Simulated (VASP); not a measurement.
# K2BrF with PBE: from relaxation to properties, part 5 of 5

What structure does K2BrF take at this level, and what are its properties? The cell is invented: it takes the structure of COD entry 9008651, KCl (space group 225 there), with some of its atoms replaced by other elements, volume scaled by an estimate. It may not be a known or stable phase.

VASP 6.6.1; PBE; plane waves and PAW (Br, K_sv, F); invented cell.

So far, gap on the k-mesh (eV): step 2 (rough relaxation of the start cell) 4.04; step 3 (relaxing cell and atoms (PBE)) 4.03; step 6 (total and projected DOS (PBE)) 4.03. The relaxed cell has a = 4.244, c = 21.422 Å (conventional setting).

## 8. Dielectric tensor and Born charges (PBE)

The response to a static field gives the electronic dielectric tensor and the Born charges. It needs tightly converged orbitals, hence the small EDIFF.

File INCAR:

```
SYSTEM = K2BrF
PREC = Accurate
ENCUT = 520
EDIFF = 1E-08
NELM = 100
ISMEAR = 0
SIGMA = 0.01
LREAL = .FALSE.
ALGO = Normal
GGA = PE
NBANDS = 22
LORBIT = 11
LWAVE = .FALSE.
LCHARG = .FALSE.
KPAR = 2
LEPSILON = .TRUE.
```

File POSCAR:

```
K2BrF
1.0
    2.1221312016      1.2252133082      7.1407382057
   -2.1221312016      1.2252133082      7.1407382057
    0.0000000000     -2.4504256162      7.1407382035
Br K F
1 2 1
Direct
    0.5000000000      0.5000000000      0.5000000000
    0.7344822843      0.7344822843      0.7344822842
    0.2655177157      0.2655177157      0.2655177158
    0.0000000000      0.0000000000      0.0000000000
```

File KPOINTS:

```
Automatic mesh
0
Gamma
9 9 9
0 0 0
```

Potentials, in the order of the species: Br, K_sv and F (PBE family, release 64).

The run is started by

```bash
> mpirun -np 2 vasp_std
```

What it wrote:

```text
[... set-up lines as in an earlier step ...]
 entering main loop
       N       E                     dE             d eps       ncg     rms          rms(c)
DAV:   1     0.234241321904E+03    0.23424E+03   -0.14569E+04  3740   0.129E+03
DAV:   2     0.137834619269E+01   -0.23286E+03   -0.22180E+03  4742   0.347E+02
DAV:   3    -0.154697087309E+02   -0.16848E+02   -0.16779E+02  6060   0.800E+01
DAV:   4    -0.158324188045E+02   -0.36271E+00   -0.36189E+00  5272   0.114E+01
[...]
DAV:  15    -0.142584557049E+02   -0.14467E-06   -0.41768E-07  4814   0.488E-03    0.964E-04
DAV:  16    -0.142584558076E+02   -0.10278E-06   -0.42004E-08  4716   0.136E-03    0.472E-04
DAV:  17    -0.142584558054E+02    0.22246E-08   -0.11859E-08  3416   0.840E-04
   1 F= -.14258456E+02 E0= -.14258456E+02  d E =-.498745E-48
 Linear response reoptimize wavefunctions to high precision
DAV:   1    -0.142584558293E+02   -0.23879E-07   -0.40112E-09  4010   0.394E-04
DAV:   2    -0.142584558294E+02   -0.71395E-10   -0.17854E-10  3340   0.105E-04
 Linear response G [H, r] |phi>, progress :
  Direction:   1
       N       E                     dE             d eps       ncg     rms
RMM:   1    -0.105109690323E+03   -0.10511E+03    0.70110E+02  7360   0.129E+02
RMM:   2    -0.108304651703E+03   -0.31950E+01   -0.11987E+01  7165   0.240E+01
RMM:   3    -0.108934837900E+03   -0.63019E+00   -0.32198E+00  8785   0.729E+00
RMM:   4    -0.109037795011E+03   -0.10296E+00   -0.58936E-01  8850   0.231E+00
[...]
RMM:  21    -0.109064588576E+03    0.19363E-07   -0.61636E-05  7795   0.425E-03
RMM:  22    -0.109064588417E+03    0.15867E-06   -0.56289E-05  7721   0.415E-03
RMM:  23    -0.109064588798E+03   -0.38083E-06   -0.82184E-05  7692   0.409E-03
 Linear response G [H, r] |phi>, progress :
  Direction:   2
       N       E                     dE             d eps       ncg     rms
RMM:   1    -0.104066025793E+03   -0.10407E+03    0.70599E+02  7408   0.129E+02
RMM:   2    -0.107382802589E+03   -0.33168E+01   -0.12628E+01  7253   0.241E+01
RMM:   3    -0.107991918191E+03   -0.60912E+00   -0.31356E+00  8929   0.744E+00
RMM:   4    -0.108091379319E+03   -0.99461E-01   -0.54972E-01  9008   0.235E+00
[...]
RMM:  19    -0.108116857101E+03    0.17322E-06   -0.49159E-05  7860   0.447E-03
RMM:  20    -0.108116857226E+03   -0.12490E-06   -0.10776E-04  7756   0.434E-03
RMM:  21    -0.108116857305E+03   -0.79275E-07   -0.48050E-05  7700   0.426E-03
 Linear response G [H, r] |phi>, progress :
  Direction:   3
       N       E                     dE             d eps       ncg     rms
RMM:   1    -0.103743431729E+03   -0.10374E+03    0.71451E+02  7423   0.128E+02
RMM:   2    -0.107862602975E+03   -0.41192E+01   -0.13274E+01  7200   0.240E+01
RMM:   3    -0.108468908348E+03   -0.60631E+00   -0.36993E+00  8680   0.749E+00
RMM:   4    -0.108570526577E+03   -0.10162E+00   -0.81782E-01  8794   0.254E+00
[...]
RMM:  20    -0.108602618674E+03    0.59452E-06    0.95493E-04  7681   0.475E-03
RMM:  21    -0.108602619047E+03   -0.37342E-06    0.93217E-04  7610   0.463E-03
RMM:  22    -0.108602618901E+03    0.14589E-06    0.89296E-04  7592   0.456E-03
 Linear response to external field (no local field effect), progress :
  Direction:   1
       N       E                     dE             d eps       ncg     rms          rms(c)
RMM:   1    -0.461427041279E+00   -0.46143E+00   -0.95401E-01  8008   0.374E+00
RMM:   2    -0.480198713178E+00   -0.18772E-01   -0.60334E-02  8429   0.952E-01
RMM:   3    -0.484478393798E+00   -0.42797E-02   -0.11950E-02  9019   0.352E-01
RMM:   4    -0.485135508784E+00   -0.65711E-03   -0.17369E-03  9040   0.122E-01
[...]
RMM:  17    -0.485275577617E+00   -0.91734E-10   -0.18244E-07  5268   0.265E-04
RMM:  18    -0.485275577559E+00    0.57961E-10   -0.10538E-07  5132   0.258E-04
RMM:  19    -0.485275577579E+00   -0.19998E-10    0.68260E-08  4966   0.254E-04
 change of polarisation eV/A/(eV/A) component  1 :     0.971    -0.088    -0.021
 dielectric tensor                  component  1 :     2.577    -0.143    -0.034
 Linear response to external field (no local field effect), progress :
  Direction:   2
       N       E                     dE             d eps       ncg     rms          rms(c)
RMM:   1    -0.443954708392E+00   -0.44395E+00   -0.89568E-01  8142   0.372E+00
RMM:   2    -0.462280305978E+00   -0.18326E-01   -0.60864E-02  8684   0.956E-01
RMM:   3    -0.466507955988E+00   -0.42277E-02   -0.11662E-02  9306   0.358E-01
RMM:   4    -0.467143226246E+00   -0.63527E-03   -0.16503E-03  9339   0.122E-01
[...]
RMM:  13    -0.467272164665E+00   -0.28689E-08   -0.91702E-07  6883   0.431E-04
RMM:  14    -0.467272165648E+00   -0.98336E-09   -0.72870E-07  6171   0.346E-04
RMM:  15    -0.467272166002E+00   -0.35406E-09   -0.35648E-07  5729   0.308E-04
```

Elapsed: 20 min, on 2 MPI ranks of Intel Xeon 6975P-C (Granite Rapids), shared host.

The run was cut off at its time limit.

More ranks or a longer limit might have been enough; this was not tried.

## 9. Results

* relaxed volume: 27.85 Å³/atom
* relaxed conventional cell a, b, c: 4.244, 4.244, 21.422 Å; angles 90.0, 90.0, 120.0°
* space group after relaxing, within 0.02 Å: R-3m (No. 166)
* band gap: 4.03 eV, direct
* gap among the points of the DOS mesh alone, an upper bound: 4.03 eV
* bulk modulus (Hill): 18.4 GPa
* shear modulus (Hill): 9.33 GPa
* Debye temperature from the elastic constants: 206 K
* highest zone-centre mode: 166 cm⁻¹

In words: With PBE, K2BrF relaxes to 27.85 Å³/atom in space group R-3m (held by the symmetry of the run) and has a direct gap of 4.03 eV. Not obtained: dielectric tensor and Born charges (PBE), because the run hit its time limit. Bands along the symmetry lines (PBE): On this path the gap is direct, 4.03 eV, with the valence top at Γ and the conduction bottom at Γ. Elastic constants (PBE): The highest mode in this list at Γ, 166.5 cm⁻¹, is mostly motion of F (89 % of the kinetic energy). Semilocal functionals usually underestimate gaps. Spin-orbit coupling is left out; it would split some degenerate bands. Modes at Γ alone can't show that the crystal is stable at other wave vectors, and the LO-TO splitting is not included. No search among competing phases was made. All values are for a static lattice at zero temperature.

[Lines on the potential files, build, host, timing and source positions are cut from VASP's logs without a mark.]

[Logs are printed without paths, hosts, clocks, repeated set-up lines and the standing remarks that a program may print on its own settings, such as how far it seeks lower states.]

[Hosts, paths, dates, database ids (printed as entryN), source tags and the programs' standing remarks are cut or masked in the printed files.]

[A measured line is paired with the nearest computed mode of its activity, which favours agreement.]

[In band tables of VASP the shares of atoms and orbitals are scaled to a sum of 1 inside the atoms' spheres.]
